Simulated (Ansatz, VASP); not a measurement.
# Cross-check of NiS2 (Vaesite) between VASP and Ansatz

One calculation is typed for both programs; each brings its own data sets. How far apart do they land? The cell is taken from a series of runs on this material, whose earlier steps may have relaxed, scaled, displaced or heated it; both programs get it as it stands.

Method: plane waves, with VASP 6.6.1 beside it; zone-centre phonons at LDA, in Ansatz 0.2.0.

**1. Set-up**

The structure is cubic, space group Pa-3 (No. 205). Conventional cell: a = 5.515 Å, b = 5.515 Å, c = 5.515 Å, α = 90.00°, β = 90.00°, γ = 90.00°. Ni has 6 S at 2.32 Å nearest. Nearest to S lie 1 S at 2.08 Å and 3 Ni at 2.32 Å. Farther neighbours and most contacts between anions are not listed.

As a file:

```cif
data_structure
_symmetry_space_group_name_H-M 'P 1'
_symmetry_Int_Tables_number 1
_cell_length_a 5.5145
_cell_length_b 5.5145
_cell_length_c 5.5145
_cell_angle_alpha 90.000
_cell_angle_beta 90.000
_cell_angle_gamma 90.000
_cell_volume 167.70
loop_
_atom_site_label
_atom_site_type_symbol
_atom_site_fract_x
_atom_site_fract_y
_atom_site_fract_z
_atom_site_occupancy
Ni1 Ni 0.00000 0.00000 0.00000 1
Ni2 Ni 0.50000 0.00000 0.50000 1
Ni3 Ni 0.50000 0.50000 0.00000 1
Ni4 Ni 0.00000 0.50000 0.50000 1
S5 S 0.39110 0.39110 0.39110 1
S6 S 0.10890 0.60890 0.89110 1
S7 S 0.89110 0.10890 0.60890 1
S8 S 0.60890 0.89110 0.10890 1
S9 S 0.60890 0.60890 0.60890 1
S10 S 0.89110 0.39110 0.10890 1
S11 S 0.10890 0.89110 0.39110 1
S12 S 0.39110 0.10890 0.89110 1
```

**2. Ansatz: zone-centre phonons, LDA**

Ansatz runs on its PAW soft_1 files.

Second derivatives magnify differences that forces hide, and they need a tight electronic threshold.

Contents of input.yaml:

```yaml
crystal:
  lattice:
    - [5.5145086443, 0.0, 0.0]
    - [0.0, 5.5145086443, 0.0]
    - [0.0, 0.0, 5.5145086443]
  atoms:
    - { symbol: Ni, position: [0.0, 0.0, 0.0] }
    - { symbol: Ni, position: [0.5, 0.0, 0.5] }
    - { symbol: Ni, position: [0.5, 0.5, 0.0] }
    - { symbol: Ni, position: [0.0, 0.5, 0.5] }
    - { symbol: S, position: [0.3910981773, 0.3910981773, 0.3910981773] }
    - { symbol: S, position: [0.1089018227, 0.6089018227, 0.8910981773] }
    - { symbol: S, position: [0.8910981773, 0.1089018227, 0.6089018227] }
    - { symbol: S, position: [0.6089018227, 0.8910981773, 0.1089018227] }
    - { symbol: S, position: [0.6089018227, 0.6089018227, 0.6089018227] }
    - { symbol: S, position: [0.8910981773, 0.3910981773, 0.1089018227] }
    - { symbol: S, position: [0.1089018227, 0.8910981773, 0.3910981773] }
    - { symbol: S, position: [0.3910981773, 0.1089018227, 0.8910981773] }
kpoints:
  mp_grid: { grid: [4, 4, 4] }
hamiltonian:
  xc: lda
  pseudopotentials: { kind: paw, azcp: { folder: soft_1 }, xc_functional: pbe }
scf:
  occupations: { method: gaussian, width: 0.1 }
output:
  eigenvalues: true
basis:
  ecutwfc: 260.0
phonons:
  method: dfpt
```

Started as:

```console
> ansatz run input.yaml --threads 8 --pin off --max-ram 15360MiB --backend cpu --events-out ev --progress --plain --runs-dir out
```

Numbers of over 12 decimals in the logs are rounded to 6 here.

Log:

```text
Warning: basis.ecutwfc = 260 eV is below the records' recommended 420 eV, and the density's cutoff is lower with it unless basis.ecutrho_ratio is high enough to keep the records' density cutoff: compare with a run at a higher cutoff
Engine: ansatz 0.2.0, aarch64-unknown-linux-gnu
Pseudopotentials: kind: paw
Pseudopotential: Ni, paw, valence charge 18, recommended cutoff 420 eV (normal), soft_1/Ni.paw.azcp
Pseudopotential: S, paw, valence charge 6, recommended cutoff 420 eV (normal), soft_1/S.paw.azcp
Functional definition: SPW92
  exchange = slater_x
  correlation = pw_c
Crystal: 12 atoms, lattice volume = 167.695 Å³
Basis set: ecut = 260 eV, 1575 PW (Γ), exchange–correlation on 60×60×60 points (8 copies of the dense FFT grid, shifted against one another)
Bands: 72, of which v1, the nominal top of the filled ones, is band 60 counted from 1 (59 counted from 0)
Symmetry: 24 space group operations
k-points: 36 of 64 (irreducible under 1 space group operation, time reversal used)
Non-local potential: Ni, projectors of the file, l = 0: 3, l = 1: 2, l = 2: 3, l = 3: 1
Non-local potential: S, projectors of the file, l = 0: 2, l = 1: 2, l = 2: 1
PAW form: soft (Blöchl's): semilocal exchange-correlation on the pseudo side does not see the compensation charge
PAW frozen core: Ni, regenerated for the run's functional, and the local potential with it (the file was generated under x = pbe(κ = 0.804, μ = 0.219515), c = pbe(β = 0.066725))
PAW frozen core: S, regenerated for the run's functional, and the local potential with it (the file was generated under x = pbe(κ = 0.804, μ = 0.219515), c = pbe(β = 0.066725))
PAW one-centre angular grid: Ni, 590 points (default); XC on 64 Gauss nodes
PAW one-centre angular grid: S, 110 points (default); XC on 64 Gauss nodes
Initial density: superposition of atomic densities (chi_scale 0.1, normalization cell, long waves kept (reshape's long-wave potential 0.00 eV rms))
Initial wavefunctions: pseudopotential atomic-orbital guess
Functional: x = slater, c = lda
SCF iter   1: F=—  HF=-30064.396962 eV  |F-HF|=—  |Δ(HF+E_count)|=         —  Δρ=2.59e-1  dr2=1.07e2  ethr=3.10e-3  ⟨swp⟩=7.8  Hψ=10866  notcnv=0  defer=38
preconditioner: auto → Resta (q_TF=auto, 2.580 Å⁻¹)  ε∞=9.1  [insulator: Δε(μ)=0.134 eV  Ē_g=9.423 eV  σ=0.100 eV  W_gap=0.64  n_scr=56 (ndim 8)  ℏωp=26.9 eV  f_vac=0.000  D(μ)=7.44/eV (n_scr^D=80)  ε∞_Penn≈9.1]
SCF iter   2: F=—  HF=-30049.377740 eV  |F-HF|=—  |Δ(HF+E_count)|=    1.50e1  Δρ=5.26e-2  dr2=5.93e0  ethr=3.10e-3  ⟨swp⟩=3.6  Hψ=5845  notcnv=0  defer=144
preconditioner: auto → Kerker (q_TF=auto, 2.580 Å⁻¹)  [metal: Δε(μ)=0.070 eV  Ē_g=8.453 eV  σ=0.100 eV  W_gap=0.38  n_scr=56 (ndim 8)  ℏωp=26.9 eV  f_vac=0.000  D(μ)=10.41/eV (n_scr^D=92)]
SCF iter   3: F=—  HF=-30046.634051 eV  |F-HF|=—  |Δ(HF+E_count)|=    2.74e0  Δρ=2.68e-2  dr2=2.07e0  ethr=3.10e-3  ⟨swp⟩=3.0  Hψ=5405  notcnv=0  defer=144
SCF iter   4: F=—  HF=-30046.069675 eV  |F-HF|=—  |Δ(HF+E_count)|=   5.64e-1  Δρ=1.57e-2  dr2=2.22e-1  ethr=1.72e-3  ⟨swp⟩=2.2  Hψ=4026  notcnv=0  defer=144
SCF iter   5: F=—  HF=-30046.072918 eV  |F-HF|=—  |Δ(HF+E_count)|=   3.24e-3  Δρ=9.09e-3  dr2=1.43e-1  ethr=1.85e-4  ⟨swp⟩=2.0  Hψ=3888  notcnv=0  defer=144
SCF iter   6: F=—  HF=-30046.055344 eV  |F-HF|=—  |Δ(HF+E_count)|=   1.76e-2  Δρ=8.14e-4  dr2=1.66e-3  ethr=1.19e-4  ⟨swp⟩=1.8  Hψ=3333  notcnv=0  defer=144
SCF iter   7: F=—  HF=-30046.055139 eV  |F-HF|=—  |Δ(HF+E_count)|=   2.04e-4  Δρ=7.31e-4  dr2=6.03e-4  ethr=1.38e-6  ⟨swp⟩=2.1  Hψ=3983  notcnv=0  defer=144
SCF iter   8: F=—  HF=-30046.055108 eV  |F-HF|=—  |Δ(HF+E_count)|=   3.11e-5  Δρ=3.41e-4  dr2=1.33e-4  ethr=5.02e-7  ⟨swp⟩=1.0  Hψ=2448  notcnv=0  defer=144
SCF iter   9: F=—  HF=-30046.055095 eV  |F-HF|=—  |Δ(HF+E_count)|=   1.35e-5  Δρ=7.70e-5  dr2=6.47e-6  ethr=1.11e-7  ⟨swp⟩=1.2  Hψ=2520  notcnv=0  defer=144
SCF iter  10: F=—  HF=-30046.055085 eV  |F-HF|=—  |Δ(HF+E_count)|=   9.96e-6  Δρ=1.22e-5  dr2=1.65e-7  ethr=5.39e-9  ⟨swp⟩=2.3  Hψ=3849  notcnv=0  defer=144
SCF iter  11: F=—  HF=-30046.055085 eV  |F-HF|=—  |Δ(HF+E_count)|=   3.48e-8  Δρ=1.19e-6  dr2=2.37e-9  ethr=1.38e-10  ⟨swp⟩=2.1  Hψ=4069  notcnv=0  defer=144
SCF iter  12: F=—  HF=-30046.055085 eV  |F-HF|=—  |Δ(HF+E_count)|=  4.07e-10  Δρ=6.30e-7  dr2=5.40e-10  ethr=1.97e-12  ⟨swp⟩=2.2  Hψ=4141  notcnv=0  defer=144
SCF iter  13: F=—  HF=-30046.055085 eV  |F-HF|=—  |Δ(HF+E_count)|=  5.46e-11  Δρ=9.11e-8  dr2=1.20e-11  ethr=1.00e-12  ⟨swp⟩=1.3  Hψ=2591  notcnv=0  defer=144
SCF iter  14: F=-30046.055085 eV  HF=-30046.055085 eV  |F-HF|=1.09e-11  |Δ(HF+E_count)|=  1.09e-11  Δρ=4.27e-8  dr2=2.60e-12  ethr=1.00e-12  ⟨swp⟩=14.3  Hψ=14001  notcnv=0
SCF 1 converged in 14 iterations: F = -30046.055085 eV  dr2 = 2.60e-12
  greatest PAW one-centre occupation: 1.004 electrons in one spin orbital (limit 2), on the Ni atom at site 1 (counted from 0), in its partial waves of l = 1
DFPT response loops at Γ: preconditioner auto → Kerker (q_TF=auto, 2.580 Å⁻¹) (partly filled bands, converged f_vac=0.000); β = 1.00, the filter's whole step (`scf.mixing.beta` (0.50) is not read by the response loops under this deck's `scf.mixing.preconditioner`; to damp them name `kerker` or `kerker_dos`, under which they read `scf.mixing.beta`, and type it under 1.00, their step now; both keys bind the ground state too); Broyden in place of MSR1
SCF converged after 14 iterations
Free energy (F): -30046.055085 eV
Harris-Foulkes:  -30046.055085 eV  (|F-HF|=1.09e-11)
Internal energy: -30045.993683 eV  (E = F + TS)
E sigma→0 (E₀):  -30046.024384 eV
Entropy (-TS):   -0.061402 eV (-5.117 meV/atom)
Fermi energy:    12.029457 eV
--- Per-component energies (eV) ---
  E_band       = -1412.806497
  E_kinetic    = 2220.772490
  E_local      = -16682.063955  (includes V_loc(G=0)·N_el)
  E_nonlocal   = -45.206626
  E_hartree    = 8523.423621
  E_xc         = -1152.831008
  E_vxc        = -1244.047305  (∫ρ·V_xc dr)
  E_paw        = -11090.604047  (= ΣΔE_a)
  E_vpaw       = -2708.993574  (= ΣTr[D̂ρ^β])
  E_aug_tail   = -0.114520  (compensation charges beyond the density's cutoff)
  E_ewald      = -11822.331703
  E_core_change = 2.962066  (= ΣΔE_core)
  E_smearing   = -0.061402  (= −TS)
  E_closure    = 0.000000  (closes the sum)
  Σ components = -30046.055085   (vs F -30046.055085, Δ=0.00e0)
--- Band table (eV; the first three rows and the last of 36) ---
  k-point 0: bands = [... 56 lower, 11.3298, 11.3298, 11.3298, 12.5157, 13.1019, 13.1019, 13.1019, 13.7685, ... 8 higher]
  k-point 1: bands = [... 56 lower, 11.2250, 11.3272, 11.3577, 12.4277, 12.6440, 12.8237, 13.1000, 13.5134, ... 8 higher]
  k-point 2: bands = [... 56 lower, 11.4296, 11.4296, 11.7520, 11.7520, 12.2263, 12.2263, 13.2170, 13.2170, ... 8 higher]
  k-point 35: bands = [... 56 lower, 11.0459, 11.0459, 11.0459, 11.0459, 12.0036, 12.0036, 12.0036, 12.0036, ... 8 higher]
--- Phonons (Γ-DFPT): 2 representative perturbations + reference, on 36 of 64 k-points (Σ response iterations 10) ---
  k mesh reduced under 1 symmetry operation, with k and −k counted as one. Each operation leaves every solved perturbation unchanged. A smaller set is not used because it would not reduce the number of displacements times k-points to solve
  ASR residual: 4.216e-5 → 0.000e0 eV/Å²; symmetrization residual: 6.527e-6 eV/Å²
  ASR residual per site (eV/Å²): 4.22e-5 4.22e-5 4.22e-5 4.22e-5 5.60e-6 5.60e-6 5.60e-6 5.60e-6 5.60e-6 5.60e-6 5.60e-6 5.60e-6
  Γ frequencies (cm⁻¹): 0.00 0.00 0.00 128.07 128.07 128.07 145.06 145.14 145.14 158.78 158.78 158.78 201.34 201.34 201.34 214.68 214.68 214.68 234.71 234.71 234.71 235.57 240.44 240.44 247.35 247.35 284.75 284.75 284.75 313.35 313.35 313.35 375.97 389.97 389.97 389.97
  non-analytic LO–TO correction: not included (Born effective charges unavailable; polar crystals: no LO–TO splitting at Γ)
```

Reading the cycles: dr2 is the Hartree energy of the density residual (eV), the measure of convergence; HF is the Harris–Foulkes estimate of the energy, which meets the free energy F at convergence.

(Continued in part 2 of 3.)

[Lines on the potential files, build, host, timing and source positions are cut from VASP's logs without a mark.]

[Logs are printed without paths, hosts, clocks, repeated set-up lines and the standing remarks that a program may print on its own settings, such as how far it seeks lower states.]

[Hosts, paths, dates, database ids (printed as entryN), source tags and the programs' standing remarks are cut or masked in the printed files.]
